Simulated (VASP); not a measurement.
Calculation: LDA (Ceperley-Alder, Perdew-Zunger), VASP's LDA PAW potentials (set 64) (plane waves; VASP).

Input for VASP

POSCAR:
```
WS2
1
    1.5750000000    -2.7279800000     0.0000000000
    1.5750000000     2.7279800000     0.0000000000
    0.0000000000     0.0000000000    12.3200000000
W S
2 4
Direct
  0.3333330000   0.6666670000   0.2500000000
  0.6666670000   0.3333330000   0.7500000000
  0.3333330000   0.6666670000   0.8780000000
  0.6666670000   0.3333330000   0.3780000000
  0.6666670000   0.3333330000   0.1220000000
  0.3333330000   0.6666670000   0.6220000000
```

INCAR:
```
ALGO = Normal
EDIFF = 1E-6
ENCUT = 300
ISIF = 2
ISMEAR = -1
LASPH = .TRUE.
LCHARG = .FALSE.
LMAXMIX = 6
LREAL = .FALSE.
LWAVE = .FALSE.
NELM = 100
PREC = Accurate
SIGMA = 0.05
SYSTEM = WS2
```

**KPOINTS**
```
Automatic mesh
0
Gamma
3 3 1
0 0 0
```

POTCAR, in this order: W_sv S (LDA.64 set). Program: vasp_std.

At this cut-off the stress carries a Pulay error, which pulls relaxed volumes low. Gaps are read on the run's mesh, which can miss a band edge. Unless said otherwise, spin-orbit coupling is left out, though it shifts the bands of the heavy elements here.

### Question
What does the run give for the energy per atom (σ→0), pressure, largest force, band gap (on the k-mesh)?

### Answer

```json
{
 "energy per atom (σ→0)": "-8.722 eV/atom",
 "band gap (on the k-mesh)": "1.38 eV",
 "pressure": "-39.7 kbar",
 "largest_force": "0.02635 Ry/bohr"
}
```

OSZICAR:
```
...
DAV:   8    -0.523335304667E+02    0.23659E+00   -0.10201E+00   246   0.566E+00    0.196E+00
DAV:   9    -0.523348540574E+02   -0.13236E-02   -0.66057E-02   238   0.133E+00    0.969E-01
DAV:  10    -0.523318769948E+02    0.29771E-02   -0.31460E-02   237   0.106E+00    0.329E-01
DAV:  11    -0.523315681268E+02    0.30887E-03   -0.30946E-03   237   0.325E-01    0.115E-01
DAV:  12    -0.523315484876E+02    0.19639E-04   -0.12519E-04   229   0.676E-02    0.490E-02
DAV:  13    -0.523315451234E+02    0.33642E-05   -0.46558E-05   222   0.378E-02    0.838E-03
DAV:  14    -0.523315453882E+02   -0.26477E-06   -0.28089E-06   197   0.927E-03
   1 F= -.52331545E+02 E0= -.52331545E+02  d E =-.694954E-06
```

The structure is a typed WS2 crystal. The cell was not relaxed at this level. The k-mesh is coarse (spacing up to 0.77 per Å, 2π included), so the numbers may not be converged in it. The run is one of a series of settings (KPOINTS 3×3×1 Γ-centred mesh against the base run), some of them coarse on purpose.
